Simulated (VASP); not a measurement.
Computed with PBE GGA, VASP's PBE PAW potentials (set 64) (plane waves; VASP 6.6.1).

The input files of a VASP run:

**POSCAR**
```
Zn31Se32
1
   11.4825331920     0.0000000000     0.0000000000
    0.0000000000    11.4825331920     0.0000000000
   -0.0000000000    -0.0000000000    11.4825331920
Zn Se
31 32
Direct
  0.5000000000   0.0000000000   0.0000000000
  0.7500000000   0.2500000000   0.0000000000
  0.7500000000   0.0000000000   0.2500000000
  0.0000000000   0.0000000000   0.0000000000
  0.2500000000   0.2500000000   0.0000000000
  0.5000000000   0.5000000000   0.0000000000
  0.7500000000   0.7500000000   0.0000000000
  0.2500000000   0.0000000000   0.2500000000
  0.5000000000   0.2500000000   0.2500000000
  0.7500000000   0.5000000000   0.2500000000
  0.5000000000   0.0000000000   0.5000000000
  0.7500000000   0.2500000000   0.5000000000
  0.7500000000   0.0000000000   0.7500000000
  0.0000000000   0.5000000000   0.0000000000
  0.2500000000   0.7500000000   0.0000000000
  0.0000000000   0.2500000000   0.2500000000
  0.2500000000   0.5000000000   0.2500000000
  0.5000000000   0.7500000000   0.2500000000
  0.0000000000   0.0000000000   0.5000000000
  0.2500000000   0.2500000000   0.5000000000
  0.7500000000   0.7500000000   0.5000000000
  0.2500000000   0.0000000000   0.7500000000
  0.5000000000   0.2500000000   0.7500000000
  0.7500000000   0.5000000000   0.7500000000
  0.0000000000   0.7500000000   0.2500000000
  0.0000000000   0.5000000000   0.5000000000
  0.2500000000   0.7500000000   0.5000000000
  0.0000000000   0.2500000000   0.7500000000
  0.2500000000   0.5000000000   0.7500000000
  0.5000000000   0.7500000000   0.7500000000
  0.0000000000   0.7500000000   0.7500000000
  0.6250000000   0.1250000000   0.1250000000
  0.8750000000   0.3750000000   0.1250000000
  0.8750000000   0.1250000000   0.3750000000
  0.1250000000   0.1250000000   0.1250000000
  0.3750000000   0.3750000000   0.1250000000
  0.6250000000   0.6250000000   0.1250000000
  0.8750000000   0.8750000000   0.1250000000
  0.3750000000   0.1250000000   0.3750000000
  0.6254110000   0.3791210000   0.3785040000
  0.8750000000   0.6250000000   0.3750000000
  0.6250000000   0.1250000000   0.6250000000
  0.8750000000   0.3750000000   0.6250000000
  0.8750000000   0.1250000000   0.8750000000
  0.1250000000   0.6250000000   0.1250000000
  0.3750000000   0.8750000000   0.1250000000
  0.1250000000   0.3750000000   0.3750000000
  0.3759330000   0.6266830000   0.3753560000
  0.6250000000   0.8750000000   0.3750000000
  0.1250000000   0.1250000000   0.6250000000
  0.3760700000   0.3791300000   0.6264600000
  0.6245310000   0.6225700000   0.6284010000
  0.8750000000   0.8750000000   0.6250000000
  0.3750000000   0.1250000000   0.8750000000
  0.6250000000   0.3750000000   0.8750000000
  0.8750000000   0.6250000000   0.8750000000
  0.1250000000   0.8750000000   0.3750000000
  0.1250000000   0.6250000000   0.6250000000
  0.3750000000   0.8750000000   0.6250000000
  0.1250000000   0.3750000000   0.8750000000
  0.3750000000   0.6250000000   0.8750000000
  0.6250000000   0.8750000000   0.8750000000
  0.1250000000   0.8750000000   0.8750000000
```

INCAR:
```
# general
SYSTEM =Zn31Se32
PREC   =Normal
ENCUT  =400
LREAL  =Auto
LASPH  =.True.   # aspherical one-centre terms
ISYM   =0

# electronic loop
EDIFF  =1E-5   # SCF stop (eV)
NELM   =100   # most electronic steps
NELMIN =4
ALGO   =Fast   # Davidson, then RMM-DIIS
LMAXMIX=4   # l cut-off of mixed one-centre charges

# smearing
ISMEAR =0   # Gaussian
SIGMA  =0.05   # width (eV)

# functional
GGA    =PE   # PBE

# spin
ISPIN  =2   # spin-polarised
MAGMOM =63*0.0317
NUPDOWN=2

# ions
IBRION =2   # conjugate gradients
NSW    =60   # most ionic steps
ISIF   =2   # forces and stress, cell fixed
EDIFFG =-0.03   # ionic stop

# output
LWAVE  =.False.
LCHARG =.False.
LORBIT =10
```

### KPOINTS
```
Regular mesh
0
G
  1 1 1
```

POTCAR, in this order: Zn Se (PBE.64 set). Program: vasp_gam.

Output of the run:

OSZICAR:
```
...
RMM:   2    -0.186670428133E+03   -0.15967E-01   -0.17509E-01  1356   0.794E-01    0.301E-01
RMM:   3    -0.186672320051E+03   -0.18919E-02   -0.23378E-02  1356   0.290E-01    0.179E-01
RMM:   4    -0.186672514115E+03   -0.19406E-03   -0.42238E-03  1396   0.137E-01    0.152E-01
RMM:   5    -0.186672464384E+03    0.49731E-04   -0.91007E-04  1358   0.594E-02    0.821E-02
RMM:   6    -0.186672501972E+03   -0.37588E-04   -0.38198E-04  1351   0.280E-02    0.508E-02
RMM:   7    -0.186672496930E+03    0.50419E-05   -0.93667E-05  1074   0.169E-02
   2 F= -.18667250E+03 E0= -.18665333E+03  d E =-.891167E-01  mag=     2.0000
       N       E                     dE             d eps       ncg     rms          rms(c)
DAV:   1    -0.186692967169E+03   -0.20465E-01   -0.20704E+01  1448   0.752E+00    0.808E-01
RMM:   2    -0.186708004411E+03   -0.15037E-01   -0.16469E-01  1356   0.779E-01    0.304E-01
RMM:   3    -0.186709753760E+03   -0.17493E-02   -0.21605E-02  1356   0.282E-01    0.178E-01
RMM:   4    -0.186709909905E+03   -0.15614E-03   -0.35557E-03  1378   0.133E-01    0.147E-01
RMM:   5    -0.186709877783E+03    0.32122E-04   -0.84858E-04  1356   0.583E-02    0.750E-02
RMM:   6    -0.186709909232E+03   -0.31449E-04   -0.31175E-04  1344   0.265E-02    0.420E-02
RMM:   7    -0.186709912288E+03   -0.30561E-05   -0.74717E-05  1036   0.155E-02
   3 F= -.18670991E+03 E0= -.18669069E+03  d E =-.126532E+00  mag=     2.0000
       N       E                     dE             d eps       ncg     rms          rms(c)
DAV:   1    -0.186710414907E+03   -0.50568E-03   -0.13516E+00  1480   0.192E+00    0.209E-01
RMM:   2    -0.186711415866E+03   -0.10010E-02   -0.10917E-02  1356   0.195E-01    0.810E-02
RMM:   3    -0.186711541767E+03   -0.12590E-03   -0.14484E-03  1356   0.715E-02    0.469E-02
RMM:   4    -0.186711554775E+03   -0.13008E-04   -0.23897E-04  1373   0.335E-02    0.371E-02
RMM:   5    -0.186711554643E+03    0.13194E-06   -0.56456E-05  1089   0.154E-02
   4 F= -.18671155E+03 E0= -.18669232E+03  d E =-.128174E+00  mag=     2.0000
       N       E                     dE             d eps       ncg     rms          rms(c)
DAV:   1    -0.186721667582E+03   -0.10113E-01   -0.35806E+00  1400   0.323E+00    0.390E-01
RMM:   2    -0.186725631573E+03   -0.39640E-02   -0.44507E-02  1356   0.362E-01    0.134E-01
RMM:   3    -0.186726062757E+03   -0.43118E-03   -0.54678E-03  1356   0.138E-01    0.100E-01
RMM:   4    -0.186726073249E+03   -0.10492E-04   -0.83492E-04  1378   0.603E-02    0.758E-02
RMM:   5    -0.186726054786E+03    0.18463E-04   -0.21657E-04  1343   0.302E-02    0.321E-02
RMM:   6    -0.186726059610E+03   -0.48243E-05   -0.63088E-05  1010   0.124E-02
   5 F= -.18672606E+03 E0= -.18670681E+03  d E =-.145050E-01  mag=     2.0000
       N       E                     dE             d eps       ncg     rms          rms(c)
DAV:   1    -0.186724706739E+03    0.13480E-02   -0.65764E+00  1432   0.437E+00    0.528E-01
RMM:   2    -0.186732010332E+03   -0.73036E-02   -0.82144E-02  1356   0.489E-01    0.185E-01
RMM:   3    -0.186732830400E+03   -0.82007E-03   -0.10127E-02  1356   0.186E-01    0.138E-01
RMM:   4    -0.186732855399E+03   -0.25000E-04   -0.15436E-03  1383   0.815E-02    0.105E-01
RMM:   5    -0.186732824424E+03    0.30975E-04   -0.39450E-04  1355   0.403E-02    0.438E-02
RMM:   6    -0.186732831637E+03   -0.72128E-05   -0.10959E-04  1205   0.165E-02    0.207E-02
RMM:   7    -0.186732833471E+03   -0.18338E-05   -0.21527E-05   888   0.770E-03
   6 F= -.18673283E+03 E0= -.18671357E+03  d E =-.212788E-01  mag=     2.0000
       N       E                     dE             d eps       ncg     rms          rms(c)
DAV:   1    -0.186736416403E+03   -0.35848E-02   -0.21172E+00  1448   0.248E+00    0.244E-01
RMM:   2    -0.186738857273E+03   -0.24409E-02   -0.26710E-02  1356   0.245E-01    0.895E-02
RMM:   3    -0.186739185413E+03   -0.32814E-03   -0.33513E-03  1361   0.915E-02    0.760E-02
RMM:   4    -0.186739199875E+03   -0.14461E-04   -0.49258E-04  1386   0.381E-02    0.625E-02
RMM:   5    -0.186739183714E+03    0.16161E-04   -0.10941E-04  1130   0.180E-02    0.283E-02
RMM:   6    -0.186739187223E+03   -0.35093E-05   -0.44218E-05   934   0.857E-03
   7 F= -.18673919E+03 E0= -.18671992E+03  d E =-.635375E-02  mag=     2.0000
       N       E                     dE             d eps       ncg     rms          rms(c)
DAV:   1    -0.186733150764E+03    0.60329E-02   -0.90057E+00  1392   0.512E+00    0.507E-01
RMM:   2    -0.186743555156E+03   -0.10404E-01   -0.11462E-01  1356   0.513E-01    0.188E-01
RMM:   3    -0.186744990419E+03   -0.14353E-02   -0.14569E-02  1363   0.191E-01    0.157E-01
RMM:   4    -0.186745054649E+03   -0.64231E-04   -0.20734E-03  1389   0.827E-02    0.131E-01
RMM:   5    -0.186744983214E+03    0.71435E-04   -0.47981E-04  1358   0.383E-02    0.552E-02
RMM:   6    -0.186745001659E+03   -0.18445E-04   -0.18114E-04  1164   0.178E-02    0.249E-02
RMM:   7    -0.186744996719E+03    0.49406E-05   -0.22565E-05   865   0.821E-03
   8 F= -.18674500E+03 E0= -.18672573E+03  d E =-.121632E-01  mag=     2.0000
       N       E                     dE             d eps       ncg     rms          rms(c)
DAV:   1    -0.186745287415E+03   -0.28576E-03   -0.23212E+00  1416   0.249E+00    0.337E-01
RMM:   2    -0.186749950420E+03   -0.46630E-02   -0.52193E-02  1356   0.319E-01    0.112E-01
RMM:   3    -0.186750541977E+03   -0.59156E-03   -0.62476E-03  1360   0.119E-01    0.100E-01
RMM:   4    -0.186750573200E+03   -0.31223E-04   -0.96679E-04  1381   0.520E-02    0.847E-02
RMM:   5    -0.186750535431E+03    0.37769E-04   -0.22568E-04  1303   0.252E-02    0.315E-02
RMM:   6    -0.186750541829E+03   -0.63977E-05   -0.76339E-05   973   0.112E-02
   9 F= -.18675054E+03 E0= -.18673127E+03  d E =-.554511E-02  mag=     2.0000
       N       E                     dE             d eps       ncg     rms          rms(c)
DAV:   1    -0.186735657981E+03    0.14877E-01   -0.65045E+00  1368   0.417E+00    0.569E-01
RMM:   2    -0.186748715873E+03   -0.13058E-01   -0.14728E-01  1356   0.537E-01    0.188E-01
RMM:   3    -0.186750404988E+03   -0.16891E-02   -0.17649E-02  1360   0.201E-01    0.167E-01
RMM:   4    -0.186750503666E+03   -0.98678E-04   -0.27515E-03  1382   0.883E-02    0.141E-01
RMM:   5    -0.186750403202E+03    0.10046E-03   -0.61368E-04  1356   0.420E-02    0.525E-02
RMM:   6    -0.186750422619E+03   -0.19417E-04   -0.20892E-04  1161   0.188E-02    0.229E-02
RMM:   7    -0.186750417274E+03    0.53444E-05   -0.23102E-05   871   0.806E-03
  10 F= -.18675042E+03 E0= -.18673114E+03  d E =-.542056E-02  mag=     2.0000
       N       E                     dE             d eps       ncg     rms          rms(c)
DAV:   1    -0.186748764011E+03    0.16586E-02   -0.16284E+00  1400   0.208E+00    0.290E-01
RMM:   2    -0.186751899418E+03   -0.31354E-02   -0.35140E-02  1356   0.259E-01    0.904E-02
RMM:   3    -0.186752304396E+03   -0.40498E-03   -0.41791E-03  1359   0.970E-02    0.826E-02
RMM:   4    -0.186752328174E+03   -0.23778E-04   -0.65177E-04  1379   0.414E-02    0.695E-02
RMM:   5    -0.186752310244E+03    0.17931E-04   -0.13339E-04  1169   0.200E-02    0.278E-02
RMM:   6    -0.186752318958E+03   -0.87148E-05   -0.56182E-05   944   0.899E-03
  11 F= -.18675232E+03 E0= -.18673304E+03  d E =-.732224E-02  mag=     2.0000
       N       E                     dE             d eps       ncg     rms          rms(c)
DAV:   1    -0.186751976743E+03    0.33350E-03   -0.10338E+00  1416   0.175E+00    0.208E-01
RMM:   2    -0.186753332736E+03   -0.13560E-02   -0.15286E-02  1356   0.198E-01    0.682E-02
RMM:   3    -0.186753489234E+03   -0.15650E-03   -0.18460E-03  1356   0.756E-02    0.558E-02
RMM:   4    -0.186753494128E+03   -0.48936E-05   -0.29074E-04  1387   0.328E-02    0.458E-02
RMM:   5    -0.186753484037E+03    0.10091E-04   -0.70325E-05  1053   0.160E-02    0.184E-02
RMM:   6    -0.186753484961E+03   -0.92367E-06   -0.22116E-05   874   0.688E-03
  12 F= -.18675348E+03 E0= -.18673421E+03  d E =-.116600E-02  mag=     2.0000
```

OUTCAR:
```
------------------------ aborting loop because EDIFF is reached ----------------------------------------
  FORCE on cell =-STRESS in cart. coord.  units (eV):
  Direction    XX          YY          ZZ          XY          YZ          ZX
  --------------------------------------------------------------------------------------
  Total       -4.1368017     -4.1351783     -4.1502852      0.0117951      0.0350577      0.0065529
  in kB       -4.3778629     -4.3761449     -4.3921321      0.0124824      0.0371006      0.0069347
  external PRESSURE =      -4.3820466 kB  Pullay stress =       0.0000000 kB
  volume of cell :     1513.96
      direct lattice vectors                 reciprocal lattice vectors
    11.482533192  0.000000000  0.000000000     0.087088797  0.000000000  0.000000000
     0.000000000 11.482533192  0.000000000     0.000000000  0.087088797  0.000000000
     0.000000000  0.000000000 11.482533192     0.000000000  0.000000000  0.087088797
  FREE ENERGIE OF THE ION-ELECTRON SYSTEM (eV)
  ---------------------------------------------------
  free  energy   TOTEN  =      -186.7534849611 eV

  energy  without entropy=     -186.7149260235  energy(sigma->0) =     -186.73420549

 total charge

# of ion       s       p       d       tot
------------------------------------------
    1        0.522   0.421   9.780  10.722
    2        0.518   0.421   9.781  10.720
    3        0.518   0.420   9.781  10.720
    4        0.518   0.420   9.781  10.719
    5        0.518   0.420   9.781  10.719
    6        0.517   0.419   9.781  10.717
    7        0.518   0.420   9.781  10.719
    8        0.518   0.420   9.781  10.719
    9        0.521   0.417   9.779  10.716
   10        0.521   0.416   9.779  10.716
   11        0.517   0.419   9.781  10.717
   12        0.521   0.417   9.779  10.716
   13        0.518   0.420   9.781  10.719
   14        0.522   0.421   9.779  10.722
   15        0.518   0.420   9.781  10.719
   16        0.518   0.420   9.781  10.719
   17        0.521   0.417   9.779  10.716
   18        0.521   0.417   9.779  10.716
   19        0.522   0.421   9.780  10.722
   20        0.521   0.417   9.779  10.717
   21        0.521   0.417   9.779  10.716
   22        0.518   0.420   9.781  10.719
   23        0.521   0.417   9.779  10.716
   24        0.520   0.416   9.779  10.715
   25        0.518   0.420   9.781  10.719
   26        0.517   0.420   9.781  10.718
   27        0.521   0.417   9.779  10.716
   28        0.518   0.420   9.781  10.719
   29        0.520   0.416   9.779  10.715
   30        0.520   0.417   9.779  10.716
   31        0.518   0.420   9.781  10.719
   32        1.435   2.409   0.026   3.870
   33        1.435   2.409   0.026   3.870
   34        1.435   2.409   0.026   3.871
   35        1.434   2.414   0.026   3.874
   36        1.433   2.412   0.025   3.870
   37        1.433   2.412   0.025   3.870
   38        1.434   2.413   0.026   3.874
   39        1.433   2.412   0.025   3.870
   40        1.451   2.363   0.024   3.839
   41        1.433   2.412   0.025   3.870
   42        1.433   2.412   0.025   3.870
   43        1.433   2.412   0.025   3.870
   44        1.434   2.413   0.026   3.873
   45        1.435   2.408   0.026   3.870
   46        1.435   2.409   0.026   3.870
   47        1.433   2.412   0.025   3.870
   48        1.451   2.363   0.024   3.838
   49        1.433   2.412   0.025   3.870
   50        1.435   2.409   0.026   3.870
   51        1.451   2.363   0.024   3.838
   52        1.451   2.363   0.024   3.838
   53        1.435   2.409   0.026   3.870
   54        1.435   2.409   0.026   3.870
   55        1.433   2.412   0.025   3.870
   56        1.435   2.408   0.026   3.870
   57        1.435   2.409   0.026   3.870
   58        1.433   2.412   0.025   3.870
   59        1.433   2.412   0.025   3.870
   60        1.435   2.409   0.026   3.870
   61        1.433   2.412   0.025   3.870
   62        1.435   2.409   0.026   3.870
   63        1.434   2.413   0.026   3.873
--------------------------------------------------
tot         62.064  89.936 303.995 455.995

 magnetization (x)

# of ion       s       p       d       tot
------------------------------------------
    1       -0.002   0.001   0.006   0.006
    2       -0.001   0.000   0.005   0.004
    3       -0.001   0.000   0.005   0.004
    4       -0.001   0.000   0.004   0.004
    5       -0.001   0.000   0.005   0.004
    6       -0.001  -0.000   0.003   0.003
    7       -0.001   0.000   0.005   0.004
    8       -0.001   0.000   0.005   0.004
    9       -0.002   0.001   0.007   0.007
   10       -0.002   0.001   0.007   0.007
   11       -0.001  -0.000   0.004   0.003
   12       -0.002   0.001   0.007   0.007
   13       -0.001   0.000   0.005   0.004
   14       -0.002   0.001   0.006   0.006
   15       -0.001   0.000   0.005   0.004
   16       -0.001   0.000   0.005   0.004
   17       -0.002   0.001   0.007   0.007
   18       -0.002   0.001   0.007   0.007
...
```
(Selected blocks of OUTCAR.)

**CONTCAR**
```
Zn31Se32
   1.00000000000000
    11.4825331920000000    0.0000000000000000    0.0000000000000000
     0.0000000000000000   11.4825331920000000    0.0000000000000000
     0.0000000000000000    0.0000000000000000   11.4825331920000000
  Zn              Se
    31    32
Direct
     0.5000467200144187    0.0003033660224148    0.0001983815438366
     0.7493422065038970    0.2506765483288123    0.9996366368467722
     0.7494249080963961    0.9995235718216224    0.2507827359624695
     0.0000345825778813    0.0000936615861526    0.0001249964141946
     0.2506795051102242    0.2507105163791724    0.0006598929233348
     0.4999997558222268    0.5000807839176237    0.0002236607478063
     0.7493548310950124    0.7494309838537514    0.0005983377057419
     0.2507159301377669    0.0006892450561721    0.2507971359970316
     0.5048752514030520    0.2537346091363953    0.2537966146543616
     0.7466604330639385    0.4955314448466067    0.2535901045791038
     0.5000151679997114    0.0001988459748239    0.5000642122807987
     0.7466707839816006    0.2535407618699145    0.4954994454794732
     0.7493100936257819    0.0006820062675025    0.7494226769202668
     0.0000101617641899    0.5000086463973414    0.0002131365270583
     0.2506987970024696    0.7494816303945058    0.9996045895729091
     0.0005940150909582    0.2506941966087035    0.2507580898132644
     0.2534773486421015    0.5044933677389141    0.2535433022442094
     0.4956391018950723    0.7468038555607633    0.2534936992844029
     0.9999829864749336    0.0002217655792920    0.5000587026697111
     0.2534408217831915    0.2534715887025310    0.5046517748685445
     0.7466750251106921    0.7467319416568190    0.5046626876455799
     0.2506917183947195    0.9995077237720782    0.7494381582324392
     0.4956257114593122    0.2534638883448685    0.7468235698364145
     0.7466649519285323    0.5044382413819919    0.7467920967657701
     0.9994881433016901    0.7495343579434395    0.2507489732696916
     0.0000298893252635    0.5000592699016349    0.5000688131564944
     0.2533301775701026    0.7468126194120364    0.4956200600608751
     0.9995223257960082    0.2507553970517577    0.7494059271191275
     0.2532860287242047    0.4957540524325929    0.7468646379331860
     0.5043769991671575    0.7468600791809624    0.7468604762157580
     0.0005660272994545    0.7494285340267411    0.7494116636540041
     0.6253324297503187    0.1249943771373863    0.1250755776583144
     0.8751365569178839    0.3747555749127925    0.1250179239226162
     0.8751646184512731    0.1249739853584469    0.3748019470921110
     0.1250747150332903    0.1251297038310885    0.1251386662701059
     0.3752157595810668    0.3751504561764064    0.1260060211036743
     0.6249166305787259    0.6249525330709429    0.1259624281365423
     0.8749520678437368    0.8750275178634378    0.1251299954835564
     0.3752080579589392    0.1260307503881493    0.3752389608732411
     0.6207707780886431    0.3795058982589817    0.3795371423718001
     0.8742819407728671    0.6249849869006219    0.3752764653800497
     0.6249100178761118    0.1259851141787526    0.6249322946264901
     0.8743022992418139    0.3752069879170333    0.6249515557973860
     0.8749631033684938    0.1251733960644311    0.8750443464409793
     0.1248837046883837    0.6253462476858821    0.1250051573148536
     0.3747899955191770    0.8753062411675313    0.1249586643641149
     0.1258933160597813    0.3751862798472551    0.3752556801754804
     0.3789737392550070    0.6211215290507556    0.3790992885655735
     0.6249137114110328    0.8743257791030062    0.3752827367628259
     0.1248964211220975    0.1249516266621091    0.6253686420032750
     0.3790362028861492    0.3790870219118930    0.6211040599365010
     0.6209799719206601    0.6211455113487101    0.6210587002047282
     0.8751826864313198    0.8752809548717044    0.6253769161017086
     0.3747426234329534    0.1249608840232056    0.8752477746079386
     0.6248963339787537    0.3751943195165025    0.8744439342877304
     0.8751805855856225    0.6252968077167227    0.8752453430513132
     0.1248454412785453    0.8753290732562591    0.3748379522552843
     0.1257507886741652    0.6249746491534856    0.6249266672397844
     0.3751641711767884    0.8743454586625943    0.6249337339029333
     0.1248760328994484    0.3747895834543078    0.8752921168901885
     0.3751548145555784    0.6249669920364435    0.8744118915095819
     0.6252440188597805    0.8753074636004741    0.8753068302855289
     0.1250810646396292    0.8749987937247534    0.8750363944591512
```

The supercell is sampled at Γ alone, which is coarse: total energies, pressure and levels can be off, energies of defects by several tenths of an eV.

The cell is a supercell with a defect, built from ZnSe (zinc blende): vac_Zn.
